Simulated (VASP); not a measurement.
VASP ran on this input.

File KPOINTS:
```
Automatic mesh
0
Gamma
6 6 6
0 0 0
```

File POSCAR:
```
Y(GeRh)2
5.8705210
 -0.3494579101   0.3494579101   0.8693436238
  0.3494579101  -0.3494579101   0.8693436238
  0.3494579101   0.3494579101  -0.8693436238
Y Ge Rh
1 2 2
Direct
  0.0000000000   0.0000000000   0.0000000000
  0.3780000000   0.3780000000   0.0000000000
  0.6220000000   0.6220000000   0.0000000000
  0.7500000000   0.2500000000   0.5000000000
  0.2500000000   0.7500000000   0.5000000000
```

### INCAR
```
# general
SYSTEM  = Y(GeRh)2
PREC    = Accurate
ENCUT   = 300
LREAL   = .FALSE.   # projection in real space or not
LASPH   = .TRUE.   # aspherical one-centre terms

# electronic loop
EDIFF   = 1E-6   # SCF stop (eV)
NELM    = 100   # most electronic steps
ALGO    = Normal   # blocked Davidson
LMAXMIX = 4

# smearing
ISMEAR  = -1
SIGMA   = 0.1   # width (eV)

# functional
GGA     = PS   # PBEsol

# ions
ISIF    = 2

# output
LWAVE   = .FALSE.
LCHARG  = .FALSE.
```

POTCAR, in this order: Y_sv Ge_d Rh_pv (PBE.64 set). Program: vasp_std.

Question: Translate this PBEsol calculation to Ansatz.

Answer: One equivalent input (not run):
Ansatz 0.2 input:
```yaml
crystal:
  lattice:
    - [-2.0515000, 2.0515000, 5.1035000]
    - [2.0515000, -2.0515000, 5.1035000]
    - [2.0515000, 2.0515000, -5.1035000]
  atoms:
    - { symbol: Y, position: [0.0000000, 0.0000000, 0.0000000] }
    - { symbol: Ge, position: [0.3780000, 0.3780000, 0.0000000] }
    - { symbol: Ge, position: [0.6220000, 0.6220000, 0.0000000] }
    - { symbol: Rh, position: [0.7500000, 0.2500000, 0.5000000] }
    - { symbol: Rh, position: [0.2500000, 0.7500000, 0.5000000] }
kpoints:
  mp_grid: { grid: [6, 6, 6] }
hamiltonian:
  xc: pbesol
  pseudopotentials: { kind: paw }
scf:
  occupations: { method: fermi_dirac, width: 0.1 }
  max_iter: 100
output: { forces: true, stress: true, eigenvalues: true }
```
Limits of the translation: each code has its own PAW files, so the cut-off isn't converted (ENCUT is set for VASP's; basis.ecutwfc is left out, and Ansatz then takes the one that its files recommend); Ansatz stops its SCF on the density residual and VASP on the energy change (EDIFF).

The structure comes from a measured Rh2YGe2 entry of the Crystallography Open Database, whose conditions weren't checked. The cell was not relaxed at this level. The k-mesh is coarse (spacing up to 0.36 per Å, 2π included), so the numbers may not be converged in it. The run is one of a series of settings (KPOINTS 6×6×6 Γ-centred mesh against the base run), some of them coarse on purpose.
